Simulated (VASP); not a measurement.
Here is a VASP 6.6.1 calculation.

INCAR

```
SYSTEM = LiZn3F2
ALGO = Fast
EDIFF = 1E-6
ENCUT = 520
GGA = PE
ISIF = 2
ISMEAR = 0
LASPH = .TRUE.
LCHARG = .TRUE.
LELF = .TRUE.
LREAL = .FALSE.
LVHAR = .TRUE.
LWAVE = .FALSE.
NBANDS = 36
NELM = 100
PREC = Accurate
SIGMA = 0.1
```

The input KPOINTS:

```
k-points
0
G
  4 4 4
  0 0 0
```

Contents of POSCAR:

```
LiZn3F2
1.0
    3.0492064800      1.7604601800      2.4896666700
   -3.0492064800      1.7604601800      2.4896666700
    0.0000000000     -3.5209203700      2.4896666700
Li Zn F
1 3 2
Direct
    0.0000000000      0.0000000000      0.0000000000
    0.5000000000      0.5000000000      0.0000000000
    0.5000000000      0.0000000000      0.5000000000
    0.0000000000      0.5000000000      0.5000000000
    0.7500000000      0.7500000000      0.7500000000
    0.2500000000      0.2500000000      0.2500000000
```

Potentials or basis: VASP PAW PBE potentials, release 64 (Li_sv, Zn, F).

The run is started by

```bash
$ cat potpaw_PBE.64/Li_sv/POTCAR potpaw_PBE.64/Zn/POTCAR potpaw_PBE.64/F/POTCAR > POTCAR
$ mpirun -np 1 vasp_std > vasp.out
```

(1) What does it give for the largest force?

(2) Estimate the band gap on the k mesh.

Results:

(1) 3.022 eV/Å.

(2) none (metal or under the smearing width).

Caveat: the k mesh is coarse (spacing up to 0.36 Å⁻¹), so the values aren't converged; an odd number of electrons without spin polarisation forces a metal; a magnetic or distorted state may lie lower.
